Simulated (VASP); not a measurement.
Data:

```xyz
2
Lattice="0.0000 2.6284 2.6284 2.6284 0.0000 2.6284 2.6284 2.6284 0.0000" Properties=species:S:1:pos:R:3 pbc="T T T"
Sr     0.0000     0.0000     0.0000
O      2.6284     2.6284     2.6284
```

Method: PBE GGA, VASP's PBE PAW potentials (set 64) (plane waves; VASP 6.6.1). Run with 600 eV cut-off, 8×8×8 Γ-centred mesh, Gaussian smearing of 0.050 eV, potentials Sr_sv O.

Q: Estimate the energy per atom (σ→0), pressure.

A: 
```yaml
energy per atom (σ→0): -6.025 eV/atom
pressure: -2.42 GPa
```

The absolute energy has meaning only against runs of the same code, potentials and settings.

The compound is SrO in the rock salt structure. This cell was strained or had an atom moved on purpose.
